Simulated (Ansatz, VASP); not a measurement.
# BiSb in two plane-wave programs

One calculation is typed for both programs; each brings its own data sets. How far apart do they land? The cell is generated by rule, not measured, and may not be a known phase. The cell is taken from a series of runs on this material, whose earlier steps may have relaxed, scaled, displaced or heated it; both programs get it as it stands.

Program: Ansatz 0.2.0. Level of theory: plane waves, with VASP 6.6.1 beside it; zone-centre phonons at PBEsol. Results are calculated unless marked as measured.

The structure was built from a prototype and need not be the compound's stable phase.

## (1) The structure

Symmetry: P6_3/mmc, No. 194, hexagonal system. The conventional cell has a = 4.284 Å, b = 4.284 Å, c = 7.886 Å, α = 90.00°, β = 90.00°, γ = 120.00°. Nearest to Sb lie 6 Bi at 3.16 Å. Nearest to Bi lie 6 Sb at 3.16 Å. Farther neighbours are not listed.

As a file:

```xyz
4
Lattice="4.2839 0.0000 0.0000 -2.1419 3.7100 0.0000 0.0000 0.0000 7.8863" Properties=species:S:1:pos:R:3 pbc="T T T"
Sb    0.0000    0.0000    0.0000
Sb    0.0000    0.0000    3.9432
Bi    0.0000    2.4733    1.9716
Bi    2.1419    1.2367    5.9148
```

## (2) VASP: zone-centre phonons, PBEsol

Second derivatives magnify differences that forces hide, and they need a tight electronic threshold.

Lines of VASP's logs that name or quote its potential files are left out, and so is its time.

INCAR reads:

```
SYSTEM = BiSb
PREC = Accurate
ENCUT = 500
EDIFF = 1E-08
NELM = 120
ISMEAR = 1
SIGMA = 0.15
LREAL = .FALSE.
ALGO = Normal
GGA = PS
NBANDS = 26
LORBIT = 11
LWAVE = .FALSE.
LCHARG = .FALSE.
ISIF = 2
IBRION = 8
LASPH = .TRUE.
GGA_COMPAT = .FALSE.
KPAR = 2
```

POSCAR reads:

```
BiSb
1.0
    4.2838956077      0.0000000000      0.0000000000
   -2.1419478039      3.7099624234      0.0000000000
    0.0000000000      0.0000000000      7.8863378736
Sb Bi
2 2
Direct
    0.0000000000      0.0000000000      0.0000000000
    0.0000000000      0.0000000000      0.5000000000
    0.3333333333      0.6666666667      0.2500000000
    0.6666666667      0.3333333333      0.7500000000
```

KPOINTS reads:

```
Automatic mesh
0
Gamma
12 12 6
0 0 0
```

PAW data sets: Sb and Bi_d (PBE family, release 64).

Command:

```
mpirun -np 2 vasp_std
```

Numbers of over 12 decimals in the logs are rounded to 6 here.

Log:

```text
[banner, memory and clock lines left out]
running    2 mpi-ranks, on    1 nodes
 distrk:  each k-point on    1 cores,    2 groups
 distr:  one band on    1 cores,    1 groups

 POSCAR found type information on POSCAR SbBi
 POSCAR found :  2 types and       4 ions
|                                                                             |
|               ----> ADVICE to this user running VASP <----                  |
|                                                                             |
|     You enforced a specific xc type in the INCAR file but a different       |
|     [... a line on the potential file left out ...]
|     I HOPE YOU KNOW WHAT YOU ARE DOING!                                     |
|                                                                             |

 LDA part: xc-table for (Slater+PW92), standard interpolation
 POSCAR, INCAR and KPOINTS ok, starting setup
 FFT: planning ... GRIDC
 FFT: planning ... GRID_SOFT
 FFT: planning ... GRID
 WAVECAR not read
 entering main loop
       N       E                     dE             d eps       ncg     rms          rms(c)
DAV:   1     0.370363171418E+03    0.37036E+03   -0.18626E+04  3952   0.151E+03
DAV:   2     0.164687410040E+02   -0.35389E+03   -0.34900E+03  4254   0.402E+02
DAV:   3    -0.161948491114E+02   -0.32664E+02   -0.32103E+02  4936   0.139E+02
DAV:   4    -0.173850732161E+02   -0.11902E+01   -0.11853E+01  4708   0.290E+01
DAV:   5    -0.174324785897E+02   -0.47405E-01   -0.47398E-01  5444   0.555E+00    0.266E+00
DAV:   6    -0.173802048352E+02    0.52274E-01   -0.17224E-01  4900   0.258E+00    0.144E+00
DAV:   7    -0.173756019665E+02    0.46029E-02   -0.28606E-02  4724   0.110E+00    0.627E-01
DAV:   8    -0.173748165609E+02    0.78541E-03   -0.41430E-03  5356   0.354E-01    0.867E-02
DAV:   9    -0.173747350539E+02    0.81507E-04   -0.41185E-04  4538   0.107E-01    0.296E-02
DAV:  10    -0.173747397405E+02   -0.46867E-05   -0.60712E-05  5352   0.868E-02    0.902E-03
DAV:  11    -0.173747385000E+02    0.12405E-05   -0.34986E-06  4658   0.168E-02    0.454E-03
DAV:  12    -0.173747371958E+02    0.13043E-05   -0.84459E-07  4592   0.959E-03    0.757E-04
DAV:  13    -0.173747372786E+02   -0.82863E-07   -0.65423E-08  4806   0.247E-03    0.395E-04
DAV:  14    -0.173747373396E+02   -0.60948E-07   -0.85090E-09  2274   0.101E-03    0.647E-05
DAV:  15    -0.173747373472E+02   -0.76570E-08   -0.17570E-09  2168   0.359E-04
   1 F= -.17374737E+02 E0= -.17374787E+02  d E =0.148599E-03
 Linear response reoptimize wavefunctions to high precision
DAV:   1    -0.173747373452E+02    0.19745E-08   -0.43893E-10  2166   0.213E-04
DAV:   2    -0.173747373453E+02   -0.10004E-10   -0.14801E-10  2120   0.119E-04
 Linear response DOF=           4
 Linear response progress:
  Degree of freedom:   1/  4
       N       E                     dE             d eps       ncg     rms          rms(c)
RMM:   1    -0.266142264194E-01   -0.26614E-01    0.13086E-02 21711   0.862E-01
RMM:   2    -0.249164955318E-01    0.16977E-02   -0.22201E-03 19884   0.242E-01    0.347E-02
RMM:   3    -0.249493848401E-01   -0.32889E-04   -0.24444E-04 23604   0.841E-02    0.191E-02
RMM:   4    -0.249652618893E-01   -0.15877E-04   -0.34020E-05 23166   0.333E-02    0.518E-03
RMM:   5    -0.249767778062E-01   -0.11516E-04   -0.64393E-06 24953   0.138E-02    0.212E-03
RMM:   6    -0.249764673851E-01    0.31042E-06   -0.37296E-07 23982   0.244E-03    0.711E-04
RMM:   7    -0.249758837501E-01    0.58364E-06   -0.26034E-07 25213   0.889E-04    0.106E-04
RMM:   8    -0.249754808933E-01    0.40286E-06    0.88821E-09 24106   0.342E-04    0.383E-05
RMM:   9    -0.249754791035E-01    0.17897E-08   -0.62630E-08 25845   0.131E-04    0.150E-05
 first order change of Fermi-energy   0.13961E-04
 force on displaced ion       1 direction 1 :  -2.183   0.000   0.000
 Linear response progress:
  Degree of freedom:   2/  4
       N       E                     dE             d eps       ncg     rms          rms(c)
RMM:   1    -0.376562141553E-01   -0.37656E-01    0.25896E-02 11440   0.942E-01
RMM:   2    -0.349092361480E-01    0.27470E-02   -0.37764E-03  8427   0.368E-01    0.424E-02
RMM:   3    -0.349174265804E-01   -0.81904E-05   -0.86576E-04  8832   0.139E-01    0.255E-02
RMM:   4    -0.349361947508E-01   -0.18768E-04   -0.34623E-04  9029   0.597E-02    0.520E-03
RMM:   5    -0.349284745315E-01    0.77202E-05   -0.10816E-04  9760   0.224E-02    0.269E-03
RMM:   6    -0.349270456408E-01    0.14289E-05   -0.79842E-05  9528   0.805E-03    0.150E-03
RMM:   7    -0.349258177184E-01    0.12279E-05   -0.72202E-05  8792   0.261E-03    0.200E-04
RMM:   8    -0.349216960461E-01    0.41217E-05   -0.28390E-05  9732   0.121E-03    0.107E-04
RMM:   9    -0.349195488168E-01    0.21472E-05   -0.82833E-06  9891   0.499E-04    0.351E-05
RMM:  10    -0.349190355696E-01    0.51325E-06   -0.35069E-06  9815   0.176E-04    0.150E-05
RMM:  11    -0.349188630019E-01    0.17257E-06   -0.16955E-06  9475   0.681E-05    0.212E-06
RMM:  12    -0.349187558751E-01    0.10713E-06   -0.59500E-07 10322   0.282E-05    0.113E-06
RMM:  13    -0.349187136234E-01    0.42252E-07   -0.14361E-07  9710   0.129E-05    0.591E-07
RMM:  14    -0.349187045728E-01    0.90506E-08   -0.54772E-08  6607   0.700E-06    0.371E-07
 first order change of Fermi-energy   0.24684E-03
 force on displaced ion       1 direction 3 :  -0.000   0.000  -2.675
 Linear response progress:
  Degree of freedom:   3/  4
       N       E                     dE             d eps       ncg     rms          rms(c)
RMM:   1    -0.326963737188E+00   -0.32696E+00    0.23256E-01 20395   0.830E+00
RMM:   2    -0.334663426638E+00   -0.76997E-02   -0.18875E-02 25296   0.948E-01    0.336E-02
RMM:   3    -0.334723487137E+00   -0.60060E-04   -0.15487E-03 29429   0.283E-01    0.200E-02
RMM:   4    -0.334547075359E+00    0.17641E-03   -0.48044E-05 29024   0.798E-02    0.452E-03
RMM:   5    -0.334557408760E+00   -0.10333E-04    0.10232E-05 29972   0.267E-02    0.213E-03
RMM:   6    -0.334573024194E+00   -0.15615E-04    0.83532E-06 29851   0.106E-02    0.593E-04
RMM:   7    -0.334578788976E+00   -0.57648E-05    0.55912E-06 30532   0.440E-03    0.311E-04
RMM:   8    -0.334575105528E+00    0.36834E-05    0.98457E-07 29222   0.152E-03    0.527E-05
RMM:   9    -0.334575032260E+00    0.73268E-07    0.15859E-06 30550   0.587E-04    0.419E-05
RMM:  10    -0.334574680999E+00    0.35126E-06    0.35265E-07 30143   0.269E-04    0.119E-05
RMM:  11    -0.334574767965E+00   -0.86966E-07    0.21317E-07 30727   0.145E-04    0.523E-06
RMM:  12    -0.334574739994E+00    0.27971E-07    0.17666E-07 29997   0.853E-05    0.127E-06
RMM:  13    -0.334574710501E+00    0.29493E-07    0.16962E-07 30532   0.539E-05    0.594E-07
RMM:  14    -0.334574722485E+00   -0.11983E-07    0.70078E-08 27110   0.357E-05    0.374E-07
RMM:  15    -0.334574713910E+00    0.85745E-08    0.34741E-08 24735   0.275E-05    0.154E-07
 first order change of Fermi-energy  -0.72532E-05
 force on displaced ion       3 direction 1 :  -3.108  -0.000   0.000
 Linear response progress:
  Degree of freedom:   4/  4
       N       E                     dE             d eps       ncg     rms          rms(c)
RMM:   1    -0.351854076553E+00   -0.35185E+00    0.21125E-01  6882   0.803E+00
RMM:   2    -0.359369107505E+00   -0.75150E-02   -0.18954E-02  8614   0.914E-01    0.492E-02
RMM:   3    -0.359433471774E+00   -0.64364E-04   -0.15158E-03  9786   0.278E-01    0.319E-02
RMM:   4    -0.359335592190E+00    0.97880E-04   -0.93740E-05  9816   0.829E-02    0.694E-03
RMM:   5    -0.359357181934E+00   -0.21590E-04   -0.20806E-05  9878   0.291E-02    0.252E-03
RMM:   6    -0.359361639966E+00   -0.44580E-05    0.12948E-05  9699   0.990E-03    0.101E-03
RMM:   7    -0.359364932177E+00   -0.32922E-05    0.66698E-07  9667   0.439E-03    0.437E-04
RMM:   8    -0.359361339267E+00    0.35929E-05   -0.12446E-06  9699   0.170E-03    0.824E-05
RMM:   9    -0.359361058738E+00    0.28053E-06   -0.10912E-06 10144   0.643E-04    0.509E-05
RMM:  10    -0.359361185194E+00   -0.12646E-06   -0.17668E-07 10059   0.303E-04    0.199E-05
RMM:  11    -0.359361049654E+00    0.13554E-06   -0.49945E-07  9883   0.162E-04    0.847E-06
RMM:  12    -0.359360990040E+00    0.59614E-07    0.52908E-07 10190   0.937E-05    0.727E-06
RMM:  13    -0.359361034351E+00   -0.44311E-07   -0.76774E-08  9798   0.528E-05    0.394E-06
RMM:  14    -0.359360999295E+00    0.35056E-07    0.32065E-08  9566   0.329E-05    0.162E-06
RMM:  15    -0.359360987898E+00    0.11398E-07   -0.55439E-08  8764   0.240E-05    0.852E-07
RMM:  16    -0.359360978499E+00    0.93990E-08   -0.26301E-08  8330   0.196E-05    0.364E-07
 first order change of Fermi-energy  -0.28226E-03
 force on displaced ion       3 direction 3 :  -0.000   0.000  -2.443
 Linear response finished
```

Parts of OUTCAR (step 2):

```text
ion  position               nearest neighbor table
   1  0.000  0.000  0.000-   3 3.16   4 3.16   4 3.16   3 3.16   4 3.16   3 3.16
   2  0.000  0.000  0.500-   3 3.16   4 3.16   4 3.16   3 3.16   4 3.16   3 3.16
   3  0.333  0.667  0.250-   1 3.16   2 3.16   1 3.16   2 3.16   1 3.16   2 3.16
   4  0.667  0.333  0.750-   1 3.16   2 3.16   1 3.16   2 3.16   1 3.16   2 3.16

  LATTYP: Found a hexagonal cell.
 ALAT       =     4.2838956077
 C/A-ratio  =     1.8409267162

 Subroutine GETGRP returns: Found 24 space group operations
 (whereof 12 operations were pure point group operations)

The static configuration has the point symmetry D_3d.
 The point group associated with its full space group is D_6h.

 Found     76 irreducible k-points:

   k-points           NKPTS =     76   k-points in BZ     NKDIM =     76   number of bands    NBANDS=     26

   dimension x,y,z NGX =    32 NGY =   32 NGZ =   60
   dimension x,y,z NGXF=    64 NGYF=   64 NGZF=  120

   ENCUT  =  500.0 eV  36.75 Ry    6.06 a.u.   7.81  7.81 14.38*2*pi/ulx,y,z

   NELECT =      40.0000    total number of electrons

 k-points in reciprocal lattice and weights: Automatic mesh
   0.00000000  0.00000000  0.00000000       0.001
   0.08333333  0.00000000  0.00000000       0.007
   0.16666667  0.00000000  0.00000000       0.007
   0.25000000  0.00000000  0.00000000       0.007
   0.33333333  0.00000000  0.00000000       0.007
   0.41666667  0.00000000  0.00000000       0.007
   0.50000000  0.00000000  0.00000000       0.003
   0.08333333  0.08333333  0.00000000       0.007
   0.16666667  0.08333333  0.00000000       0.014
[...]
0.33333333  0.25000000  0.50000000       0.014
   0.33333333  0.33333333  0.50000000       0.002

 average (electrostatic) potential at core
       1 -85.5023       2 -85.5023       3-103.7044       4-103.7044

  Total       -0.0174896     -0.0174896     -0.0076776      0.0000000     -0.0000000      0.0000000
  in kB       -0.2235660     -0.2235660     -0.0981413      0.0000000     -0.0000000      0.0000000
  external PRESSURE =      -0.1817578 kB  Pullay stress =       0.0000000 kB

  energy-cutoff  :      500.00
  volume of cell :      125.34
      direct lattice vectors                 reciprocal lattice vectors
     4.283895608  0.000000000  0.000000000     0.233432392  0.134772255  0.000000000
    -2.141947804  3.709962423  0.000000000     0.000000000  0.269544509  0.000000000
     0.000000000  0.000000000  7.886337874     0.000000000  0.000000000  0.126801567

 POSITION                                       TOTAL-FORCE (eV/Angst)
 -----------------------------------------------------------------------------------
      0.00000      0.00000      0.00000        -0.000000      0.000000      0.000000
      0.00000      0.00000      3.94317        -0.000000      0.000000      0.000000
     -0.00000      2.47331      1.97158         0.000000      0.000000      0.000000
      2.14195      1.23665      5.91475         0.000000      0.000000     -0.000000
 -----------------------------------------------------------------------------------
    total drift:                                0.000000      0.000000      0.000000

 Eigenvectors and eigenvalues of the dynamical matrix
 ----------------------------------------------------

   1 f  =    3.772278 THz    23.701922 2PiTHz  125.829651 cm-1    15.600881 meV
             X         Y         Z           dx          dy          dz
      0.000000  0.000000  0.000000     0.000000    0.000000   -0.707107
      0.000000  0.000000  3.943169     0.000000    0.000000    0.707107
     -0.000000  2.473308  1.971584    -0.000000    0.000000   -0.000000
      2.141948  1.236654  5.914753     0.000000   -0.000000   -0.000000

   2 f  =    2.783892 THz    17.491711 2PiTHz   92.860649 cm-1    11.513248 meV
             X         Y         Z           dx          dy          dz
      0.000000  0.000000  0.000000     0.000000   -0.000000    0.000000
      0.000000  0.000000  3.943169     0.000000   -0.000000   -0.000000
     -0.000000  2.473308  1.971584    -0.000000    0.000000    0.707107
      2.141948  1.236654  5.914753    -0.000000    0.000000   -0.707107

   3 f  =    2.705286 THz    16.997815 2PiTHz   90.238638 cm-1    11.188160 meV
             X         Y         Z           dx          dy          dz
      0.000000  0.000000  0.000000     0.485504   -0.280748   -0.000000
      0.000000  0.000000  3.943169     0.485504   -0.280748   -0.000000
     -0.000000  2.473308  1.971584    -0.372814    0.215584   -0.000000
      2.141948  1.236654  5.914753    -0.372814    0.215584    0.000000

   4 f  =    2.705286 THz    16.997815 2PiTHz   90.238638 cm-1    11.188160 meV
             X         Y         Z           dx          dy          dz
      0.000000  0.000000  0.000000     0.280748    0.485504    0.000000
      0.000000  0.000000  3.943169     0.280748    0.485504    0.000000
     -0.000000  2.473308  1.971584    -0.215584   -0.372814    0.000000
      2.141948  1.236654  5.914753    -0.215584   -0.372814   -0.000000

   5 f  =    2.134243 THz    13.409846 2PiTHz   71.190695 cm-1     8.826517 meV
             X         Y         Z           dx          dy          dz
      0.000000  0.000000  0.000000     0.000000    0.000000   -0.000000
      0.000000  0.000000  3.943169    -0.000000   -0.000000    0.000000
     -0.000000  2.473308  1.971584     0.612126   -0.353980   -0.000000
      2.141948  1.236654  5.914753    -0.612126    0.353980    0.000000

   6 f  =    2.134243 THz    13.409846 2PiTHz   71.190695 cm-1     8.826517 meV
             X         Y         Z           dx          dy          dz
      0.000000  0.000000  0.000000    -0.000000    0.000000    0.000000
      0.000000  0.000000  3.943169     0.000000   -0.000000   -0.000000
     -0.000000  2.473308  1.971584     0.353980    0.612126   -0.000000
      2.141948  1.236654  5.914753    -0.353980   -0.612126   -0.000000

   7 f  =    2.040151 THz    12.818648 2PiTHz   68.052119 cm-1     8.437384 meV
             X         Y         Z           dx          dy          dz
      0.000000  0.000000  0.000000    -0.612129    0.353975   -0.000000
      0.000000  0.000000  3.943169     0.612129   -0.353975    0.000000
     -0.000000  2.473308  1.971584    -0.000000   -0.000000    0.000000
      2.141948  1.236654  5.914753     0.000000    0.000000   -0.000000

   8 f  =    2.040151 THz    12.818648 2PiTHz   68.052119 cm-1     8.437384 meV
             X         Y         Z           dx          dy          dz
      0.000000  0.000000  0.000000     0.353975    0.612129   -0.000000
      0.000000  0.000000  3.943169    -0.353975   -0.612129    0.000000
     -0.000000  2.473308  1.971584    -0.000000    0.000000    0.000000
      2.141948  1.236654  5.914753     0.000000   -0.000000   -0.000000

   9 f  =    0.000328 THz     0.002059 2PiTHz    0.010931 cm-1     0.001355 meV
             X         Y         Z           dx          dy          dz
      0.000000  0.000000  0.000000     0.000000    0.000000   -0.429103
      0.000000  0.000000  3.943169     0.000000    0.000000   -0.429103
     -0.000000  2.473308  1.971584     0.000000    0.000000   -0.562023
      2.141948  1.236654  5.914753     0.000000    0.000000   -0.562023

  10 f/i=    0.007872 THz     0.049461 2PiTHz    0.262580 cm-1     0.032556 meV
             X         Y         Z           dx          dy          dz
      0.000000  0.000000  0.000000    -0.082769    0.422630    0.000000
      0.000000  0.000000  3.943169    -0.082769    0.422630    0.000000
     -0.000000  2.473308  1.971584    -0.107788    0.550377    0.000000
      2.141948  1.236654  5.914753    -0.107788    0.550377    0.000000

  11 f/i=    0.007872 THz     0.049461 2PiTHz    0.262580 cm-1     0.032556 meV
             X         Y         Z           dx          dy          dz
      0.000000  0.000000  0.000000     0.422630    0.082769    0.000000
      0.000000  0.000000  3.943169     0.422630    0.082769    0.000000
     -0.000000  2.473308  1.971584     0.550377    0.107788    0.000000
      2.141948  1.236654  5.914753     0.550377    0.107788    0.000000

  12 f/i=    2.351205 THz    14.773055 2PiTHz   78.427747 cm-1     9.723797 meV
             X         Y         Z           dx          dy          dz
      0.000000  0.000000  0.000000     0.000000    0.000000    0.562023
      0.000000  0.000000  3.943169     0.000000    0.000000    0.562023
     -0.000000  2.473308  1.971584     0.000000    0.000000   -0.429103
      2.141948  1.236654  5.914753     0.000000    0.000000   -0.429103

 ELASTIC MODULI CONTR FROM IONIC RELAXATION (kBar)
 Direction    XX          YY          ZZ          XY          YZ          ZX
 --------------------------------------------------------------------------------
 XX         -94.8780     94.8780     -0.0000      0.0000     -0.0000      0.0000
 YY          94.8780    -94.8780     -0.0000      0.0000      0.0000     -0.0000
 ZZ          -0.0000     -0.0000     -0.0000      0.0000      0.0000     -0.0000
 XY           0.0000      0.0000      0.0000    -94.8780     -0.0000      0.0000
 YZ          -0.0000      0.0000      0.0000     -0.0000     -0.0000      0.0000
 ZX           0.0000     -0.0000     -0.0000      0.0000      0.0000     -0.0000
 --------------------------------------------------------------------------------
```

(Continued in part 2 of 2.)

[Lines on the potential files, build, host, timing and source positions are cut from VASP's logs without a mark.]

[Logs are printed without paths, hosts, clocks, repeated set-up lines and the standing remarks that a program may print on its own settings, such as how far it seeks lower states.]

[Hosts, paths, dates, database ids (printed as entryN), source tags and the programs' standing remarks are cut or masked in the printed files.]
